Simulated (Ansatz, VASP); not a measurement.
## CoO in two plane-wave programs

One calculation is typed for both programs; each brings its own data sets. How far apart do they land? The cell is taken from a series of runs on this material, whose earlier steps may have relaxed, scaled, displaced or heated it; both programs get it as it stands.

Program: Ansatz 0.2.0. Level of theory: plane waves, with VASP 6.6.1 beside it; single point at PBE, DFT+U. Results are calculated unless marked as measured.

### Step 1. Starting point

Symmetry: Fm-3m, No. 225, cubic system. The conventional cell has a = 4.263 Å, b = 4.263 Å, c = 4.263 Å, α = 90.00°, β = 90.00°, γ = 90.00°. Co has 6 O at 2.13 Å nearest. Nearest to O lie 6 Co at 2.13 Å. Farther neighbours and most contacts between anions are not listed.

### Step 2. Ansatz: single point, PBE, DFT+U, pair 1

Ansatz runs on its default PAW (the set named soft_2) files.

A single point gives forces, pressure and levels at one fixed geometry, so differences don't come from the geometry; what else differs is listed under the comparison.

input.yaml

```yaml
crystal:
  lattice:
    - [0.0, -2.1315, -2.1315]
    - [-4.263, 0.0, 0.0]
    - [2.1315, 4.263, -2.1315]
  atoms:
    - { symbol: Co, position: [0.666666667, 0.666666667, 0.333333333], spin: 3.0 }
    - { symbol: Co, position: [0.333333333, 0.333333333, 0.666666667], spin: 3.0 }
    - { symbol: Co, position: [0.0, 0.0, 0.0], spin: -3.0 }
    - { symbol: O, position: [0.666666667, 0.166666667, 0.333333333] }
    - { symbol: O, position: [0.333333333, 0.833333333, 0.666666667] }
    - { symbol: O, position: [0.0, 0.5, 0.0] }
magnetization:
  spin_polarized: true
kpoints:
  mp_grid: { grid: [9, 9, 9] }
hamiltonian:
  xc: pbe
  hubbard:
    sites:
      - { species: Co, l: d, u_eff: 3.5 }
      - { site: 0, l: d, u_eff: 3.5, starting_ns: [{ spin: up, occupation_matrix: co1_major }, { spin: down, occupation_matrix: co1_minor }] }
      - { site: 1, l: d, u_eff: 3.5, starting_ns: [{ spin: up, occupation_matrix: co1_major }, { spin: down, occupation_matrix: co1_minor }] }
      - { site: 2, l: d, u_eff: 3.5, starting_ns: [{ spin: up, occupation_matrix: co1_minor }, { spin: down, occupation_matrix: co1_major }] }
    projectors: ortho-atomic
    occupation_matrices:
      co1_major:
        matrix:
          - [0.997, 0.0, 0.0, 0.0, 0.0]
          - [0.0, 0.999, 0.0, 0.0, 0.0]
          - [0.0, 0.0, 0.999, 0.0, 0.0]
          - [0.0, 0.0, 0.0, 0.997, 0.0]
          - [0.0, 0.0, 0.0, 0.0, 0.999]
      co1_minor:
        matrix:
          - [0.174, -0.069, -0.069, 0.0, -0.138]
          - [-0.069, 0.654, -0.301, -0.12, 0.301]
          - [-0.069, -0.301, 0.654, 0.12, 0.301]
          - [0.0, -0.12, 0.12, 0.174, 0.0]
          - [-0.138, 0.301, 0.301, 0.0, 0.654]
scf:
  occupations: { method: fermi_dirac, width: 0.05 }
output:
  eigenvalues: true
```

Launch:

```console
> ansatz run input.yaml --threads 4 --pin off --max-ram 8192MiB --backend cpu --events-out ev --progress --plain --runs-dir out
```

Numbers of over 12 decimals in the logs are rounded to 6 here.

Output:

```text
Warning: crystal.symmetry: narrowed to the stabiliser of the occupation matrices — unitary ops 8 → 2; lowered by the specified shells (site 0, l: d), (site 1, l: d), (site 2, l: d); largest admitted image defect 4.4e-16, smallest excluded 4.9e-4 — at a rounding scale rather than a splitting's, so precision (not physics) most likely lowered the group: (i) a fixed point transcribed at too few decimals — re-emit the block at full precision (to 7 decimals or more, rounded to nearest) from a symmetrised source (a converged report's `n_mat` / `n_mat_spinor`) (of a frozen-density pass: in the run whose state it reads); [rest of the remark cut]
Engine: ansatz 0.2.0, aarch64-unknown-linux-gnu
Pseudopotentials: kind: paw
Pseudopotential: Co, paw, valence charge 17, recommended cutoff 420 eV (normal), Co.paw.azcp
Pseudopotential: O, paw, valence charge 6, recommended cutoff 420 eV (normal), O.paw.azcp
Functional definition: PBE
  parameter kappa = 0.804
  parameter beta = 0.066725
  exchange = pbe_x(kappa = kappa, mu = beta*pi^2/3)
  correlation = pbe_c(beta = beta)
Crystal: 6 atoms, lattice volume = 58.104 Å³
Basis set: ecut = 420 eV, 1105 PW (Γ)
Bands: 47, of which v1, the nominal top of the filled ones, is band 35 counted from 1 (34 counted from 0)
Symmetry: 2 space group operations
k-points: 365 of 729
Non-local potential: Co, projectors of the file, l = 0: 3, l = 1: 2, l = 2: 3, l = 3: 1
Non-local potential: O, projectors of the file, l = 0: 2, l = 1: 2, l = 2: 1
PAW form: soft (Blöchl's): semilocal exchange-correlation on the pseudo side does not see the compensation charge
PAW one-centre angular grid: Co, 590 points (default); XC on 64 Gauss nodes
PAW one-centre angular grid: O, 110 points (default); XC on 64 Gauss nodes
Initial density: superposition of atomic densities (chi_scale 0.1, normalization cell, long waves kept (reshape's long-wave potential 0.00 eV rms))
Starting moments: Σ|m| = 9 μB on 3 of 6 sites
Initial wavefunctions: pseudopotential atomic-orbital guess
Functional: x = pbe(κ = 0.804, μ = 0.219515), c = pbe(β = 0.066725)
SCF iter   1: F=—  HF=-17076.442452 eV  |F-HF|=—  |Δ(HF+E_count)|=         —  Δρ=1.76e-1 (↑1.42e-1 ↓1.76e-1)  dr2=3.49e1  dr2_m=2.77e0  M=2.529 μB ∫|m|=6.568 μB  β_m=0.30  ethr=3.10e-3  ⟨swp⟩=5.4  Hψ=113328  notcnv=0  defer=53
preconditioner: auto → Kerker (q_TF=auto, 2.808 Å⁻¹)  [metal: Δε(μ)=0.002 eV  Ē_g=12.803 eV  σ=0.050 eV  W_gap=0.01  n_scr=20 (ndim 8)  ℏωp=32.7 eV  f_vac=0.000  D(μ)=3.86/eV (n_scr^D=38)]
spin=Collinear: Kerker preconditioning applied to the charge; magnetization (m = ρ↑ − ρ↓) channel mixes plain (no charge-response kernel on spin).
SCF iter   2: F=—  HF=-17072.963398 eV  |F-HF|=—  |Δ(HF+E_count)|=    3.48e0  Δρ=6.54e-2 (↑5.44e-2 ↓6.54e-2)  dr2=1.34e0  dr2_m=9.39e-1  M=3.000 μB ∫|m|=8.320 μB  β_m=1.00  ethr=3.10e-3  ⟨swp⟩=3.0  Hψ=76290  notcnv=0  defer=3025
preconditioner: auto → Resta (q_TF=auto, 2.808 Å⁻¹)  ε∞=7.6  [insulator: Δε(μ)=1.329 eV  Ē_g=12.728 eV  σ=0.050 eV  W_gap=1.00  n_scr=20 (ndim 8)  ℏωp=32.7 eV  f_vac=0.000  D(μ)=0.00/eV (n_scr^D=0)  ε∞_Penn≈7.6]
spin=Collinear: Resta preconditioning applied to the charge; magnetization (m = ρ↑ − ρ↓) channel mixes plain (no charge-response kernel on spin).
SCF iter   3: F=—  HF=-17073.352975 eV  |F-HF|=—  |Δ(HF+E_count)|=   3.90e-1  Δρ=3.14e-2 (↑3.14e-2 ↓3.05e-2)  dr2=6.59e-1  dr2_m=6.74e-3  M=3.000 μB ∫|m|=8.384 μB  β_m=1.00  ethr=1.94e-3  ⟨swp⟩=2.8  Hψ=65480  notcnv=0  defer=3800
SCF iter   4: F=—  HF=-17073.718024 eV  |F-HF|=—  |Δ(HF+E_count)|=   3.65e-1  Δρ=8.33e-3 (↑8.09e-3 ↓8.33e-3)  dr2=5.48e-2  dr2_m=3.90e-3  M=3.000 μB ∫|m|=8.402 μB  β_m=0.30  ethr=9.55e-4  ⟨swp⟩=2.3  Hψ=52500  notcnv=0  defer=3806
Mixer restart at iter 4: flushing history
spin-set hold released at iteration 4 (site moments contracting): the magnetisation degrees of freedom join the quasi-Newton model from the next iteration; the mixer history was flushed
SCF iter   5: F=—  HF=-17073.909906 eV  |F-HF|=—  |Δ(HF+E_count)|=   1.92e-1  Δρ=6.37e-3 (↑5.95e-3 ↓6.37e-3)  dr2=2.32e-2  dr2_m=3.14e-3  M=3.000 μB ∫|m|=8.430 μB  β_m=0.64  ethr=7.94e-5  ⟨swp⟩=2.7  Hψ=63078  notcnv=0  defer=4009
SCF iter   6: F=—  HF=-17074.128601 eV  |F-HF|=—  |Δ(HF+E_count)|=   2.19e-1  Δρ=4.76e-3 (↑4.69e-3 ↓4.76e-3)  dr2=2.60e-2  dr2_m=3.22e-4  M=3.000 μB ∫|m|=8.430 μB  β_m=0.57  ethr=3.36e-5  ⟨swp⟩=2.0  Hψ=62468  notcnv=0  defer=4099
SCF iter   7: F=—  HF=-17074.123045 eV  |F-HF|=—  |Δ(HF+E_count)|=   5.56e-3  Δρ=9.00e-4 (↑8.68e-4 ↓9.00e-4)  dr2=1.06e-3  dr2_m=5.38e-5  M=3.000 μB ∫|m|=8.450 μB  β_m=0.64  ethr=3.36e-5  ⟨swp⟩=2.0  Hψ=57517  notcnv=0  defer=4155
SCF iter   8: F=—  HF=-17074.123306 eV  |F-HF|=—  |Δ(HF+E_count)|=   2.61e-4  Δρ=4.41e-4 (↑3.67e-4 ↓4.41e-4)  dr2=1.50e-4  dr2_m=1.63e-5  M=3.000 μB ∫|m|=8.448 μB  β_m=0.78  ethr=1.54e-6  ⟨swp⟩=2.2  Hψ=47949  notcnv=0  defer=4151
SCF iter   9: F=—  HF=-17074.123478 eV  |F-HF|=—  |Δ(HF+E_count)|=   1.71e-4  Δρ=2.38e-4 (↑1.86e-4 ↓2.38e-4)  dr2=4.05e-5  dr2_m=6.00e-6  M=3.000 μB ∫|m|=8.447 μB  β_m=0.89  ethr=2.18e-7  ⟨swp⟩=2.0  Hψ=45028  notcnv=0  defer=4151
SCF iter  10: F=—  HF=-17074.123508 eV  |F-HF|=—  |Δ(HF+E_count)|=   3.02e-5  Δρ=1.15e-4 (↑1.04e-4 ↓1.15e-4)  dr2=1.04e-5  dr2_m=8.85e-7  M=3.000 μB ∫|m|=8.447 μB  β_m=0.94  ethr=5.87e-8  ⟨swp⟩=2.0  Hψ=50998  notcnv=0  defer=4151
SCF iter  11: F=—  HF=-17074.123513 eV  |F-HF|=—  |Δ(HF+E_count)|=   4.99e-6  Δρ=9.58e-5 (↑9.58e-5 ↓7.64e-5)  dr2=7.29e-6  dr2_m=4.80e-7  M=3.000 μB ∫|m|=8.448 μB  β_m=0.94  ethr=1.51e-8  ⟨swp⟩=2.0  Hψ=55412  notcnv=0  defer=4151
SCF iter  12: F=—  HF=-17074.123515 eV  |F-HF|=—  |Δ(HF+E_count)|=   2.24e-6  Δρ=4.74e-5 (↑4.74e-5 ↓2.58e-5)  dr2=7.21e-7  dr2_m=2.86e-7  M=3.000 μB ∫|m|=8.447 μB  β_m=0.97  ethr=1.06e-8  ⟨swp⟩=2.0  Hψ=54923  notcnv=0  defer=4151
SCF iter  13: F=—  HF=-17074.123520 eV  |F-HF|=—  |Δ(HF+E_count)|=   5.03e-6  Δρ=4.47e-5 (↑4.47e-5 ↓2.40e-5)  dr2=6.10e-7  dr2_m=2.63e-7  M=3.000 μB ∫|m|=8.447 μB  β_m=0.98  ethr=1.04e-9  ⟨swp⟩=2.0  Hψ=55389  notcnv=0  defer=4151
SCF iter  14: F=—  HF=-17074.123524 eV  |F-HF|=—  |Δ(HF+E_count)|=   3.78e-6  Δρ=4.38e-5 (↑4.38e-5 ↓2.43e-5)  dr2=8.32e-7  dr2_m=2.34e-7  M=3.000 μB ∫|m|=8.447 μB  β_m=0.99  ethr=8.84e-10  ⟨swp⟩=2.0  Hψ=52009  notcnv=0  defer=4151
SCF iter  15: F=—  HF=-17074.123533 eV  |F-HF|=—  |Δ(HF+E_count)|=   8.89e-6  Δρ=3.91e-5 (↑3.91e-5 ↓2.16e-5)  dr2=5.57e-7  dr2_m=1.87e-7  M=3.000 μB ∫|m|=8.447 μB  β_m=0.27  ethr=8.84e-10  ⟨swp⟩=2.3  Hψ=55587  notcnv=0  defer=4151
SCF iter  16: F=—  HF=-17074.123538 eV  |F-HF|=—  |Δ(HF+E_count)|=   5.02e-6  Δρ=3.27e-5 (↑3.27e-5 ↓1.36e-5)  dr2=2.20e-7  dr2_m=1.50e-7  M=3.000 μB ∫|m|=8.447 μB  β_m=0.25  ethr=8.08e-10  ⟨swp⟩=2.0  Hψ=54711  notcnv=0  defer=4151
SCF iter  17: F=—  HF=-17074.123545 eV  |F-HF|=—  |Δ(HF+E_count)|=   7.61e-6  Δρ=2.57e-5 (↑2.57e-5 ↓1.07e-5)  dr2=1.20e-7  dr2_m=9.21e-8  M=3.000 μB ∫|m|=8.447 μB  β_m=0.69  ethr=1.45e-10  ⟨swp⟩=8.9  Hψ=141935  notcnv=0
SCF iter  18: F=-17074.123555 eV  HF=-17074.123555 eV  |F-HF|=5.85e-8  |Δ(HF+E_count)|=   9.81e-6  Δρ=1.15e-5 (↑1.15e-5 ↓6.87e-6)  dr2=4.08e-8  dr2_m=1.91e-8  M=3.000 μB ∫|m|=8.447 μB  ethr=1.45e-10  ⟨swp⟩=6.0  Hψ=138221  notcnv=0
SCF 1 converged in 18 iterations: F = -17074.123555 eV  dr2 = 4.08e-8
  greatest PAW one-centre occupation: 1.004 electrons in one spin orbital (limit 2), on the Co atom at site 1 (counted from 0), in its partial waves of l = 1
SCF converged after 18 iterations
Magnetization: 3.0000 μB (36.0000 up, 33.0000 down)
Absolute magnetization: 8.4443 μB (∫|ρ↑−ρ↓|, with the PAW one-centre terms)
Spin contamination: 2.9229 ħ² per cell (⟨S²⟩ above its minimum at these occupations)
Per-site moments (μB) at R_I (Å): [(2.577064, 0.879244), (2.577064, 0.879244), (-2.549032, 0.879244), (0.073050, 0.879244), (0.073050, 0.879244), (0.079326, 0.879244)]
Free energy (F): -17074.123555 eV
Harris-Foulkes:  -17074.123555 eV  (|F-HF|=5.85e-8)
Internal energy: -17074.123555 eV  (E = F + TS)
E sigma→0 (E₀):  -17074.123555 eV
Fermi energy:    14.146890 eV
--- Per-component energies (eV) ---
  E_band       = -954.244489
  E_kinetic    = 1852.015994
  E_local      = -10308.605591  (includes V_loc(G=0)·N_el)
  E_nonlocal   = 1544.426425
  E_hartree    = 4230.642718
  E_xc         = -686.504484
  E_vxc        = -882.141425  (∫ρ·V_xc dr)
  E_hubbard    = 1.741974  (on-site DFT+U / exact-exchange correction)
  E_vhub       = -34.907574  (the Hubbard potential's part of the band-sum identity)
  E_paw        = -5031.652983  (= ΣΔE_a)
  E_vpaw       = -1586.334445  (= ΣTr[D̂ρ^β])
  E_aug_tail   = 0.007589  (compensation charges beyond the density's cutoff)
  E_ewald      = -8676.195198
  E_smearing   = -0.000000  (= −TS)
  E_closure    = 0.000000  (closes the sum)
  Σ components = -17074.123555   (vs F -17074.123555, Δ=0.00e0)
--- Specified on-site occupations, and those of the state reported ---
  electrons in the specified blocks: 21.9030 specified, 21.9378 found
  site 2 (l=d) ↑: largest change of an orbital's occupation 0.0301; electrons 2.3100 specified, 2.3410 found; spectral distance 0.0244
  site 0 (l=d) ↓: largest change of an orbital's occupation 0.0147; electrons 2.3100 specified, 2.3251 found; spectral distance 0.0123
  site 1 (l=d) ↓: largest change of an orbital's occupation 0.0147; electrons 2.3100 specified, 2.3251 found; spectral distance 0.0123
  site 2 (l=d) ↓: largest change of an orbital's occupation 0.0047; electrons 4.9910 specified, 4.9783 found; spectral distance 0.0067
  site 0 (l=d) ↑: largest change of an orbital's occupation 0.0025; electrons 4.9910 specified, 4.9842 found; spectral distance 0.0037
  site 1 (l=d) ↑: largest change of an orbital's occupation 0.0025; electrons 4.9910 specified, 4.9842 found; spectral distance 0.0037
--- Band table (eV; the first three rows and the last of 730) ---
  k-point 0 ↑: bands = [... 31 lower, 11.1924, 11.1957, 11.6285, 12.0593, 12.5747, 14.9934, 15.3601, 15.8439, ... 8 higher]
  k-point 1 ↑: bands = [... 31 lower, 11.2271, 11.4287, 11.6437, 12.0295, 12.5598, 15.2860, 15.3699, 15.8411, ... 8 higher]
  k-point 2 ↑: bands = [... 31 lower, 11.3304, 11.6169, 11.6458, 12.0234, 12.6127, 15.3677, 15.7716, 16.0758, ... 8 higher]
  k-point 364 ↓: bands = [... 31 lower, 12.0592, 12.2573, 15.5111, 15.5573, 16.0783, 16.1189, 16.2774, 17.0196, ... 8 higher]
Occupation matrices written to <dir>
```

(Continued in part 2 of 2.)

[Lines on the potential files, build, host, timing and source positions are cut from VASP's logs without a mark.]

[Logs are printed without paths, hosts, clocks, repeated set-up lines and the standing remarks that a program may print on its own settings, such as how far it seeks lower states.]

[Hosts, paths, dates, database ids (printed as entryN), source tags and the programs' standing remarks are cut or masked in the printed files.]
